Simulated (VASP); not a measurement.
Crystal: Ni.

```xyz
1
Lattice="0.0000 1.7619 1.7619 1.7619 0.0000 1.7619 1.7619 1.7619 0.0000" Properties=species:S:1:pos:R:3 pbc="T T T"
Ni    0.0000    0.0000    0.0000
```

- Program: VASP 6.6.1
- Task: relaxation of cell and atoms
- Functional: LDA
- Potentials or basis: VASP PAW LDA potentials, release 64 (Ni)
- Cutoff: 600 eV
- k mesh: 18 × 18 × 18
- Occupations: methfessel-paxton, width 0.1 eV
- Spin: collinear spin, ferromagnetic start
- Starting moments: [2.0] μB

At the start: pressure -18.0 GPa; volume 10.94 Å³/atom.

Q: Where does the relaxation end?

A: Over 4 steps the energy falls by 56.3 meV/atom and the volume is 10.02 Å³/atom (-8.4 %); space group Fm-3m (No. 225, to 0.05 Å); moment 0.60 μB per cell.

Step by step:
```
step  energy change (eV)  largest force (eV/Å)  pressure (GPa)  volume (Å³)
   1              0.0000                0.0000          -17.96        10.94
   2              0.0227                0.0000           30.56         9.11
   3             -0.0563                0.0000           -0.48        10.04
   4             -0.0563                0.0000           -0.09        10.02
```

Final structure:
```
CELL_PARAMETERS angstrom
0.00000 1.71108 1.71108
1.71108 0.00000 1.71108
1.71108 1.71108 0.00000
ATOMIC_POSITIONS crystal
Ni 0.00000 0.00000 0.00000
```
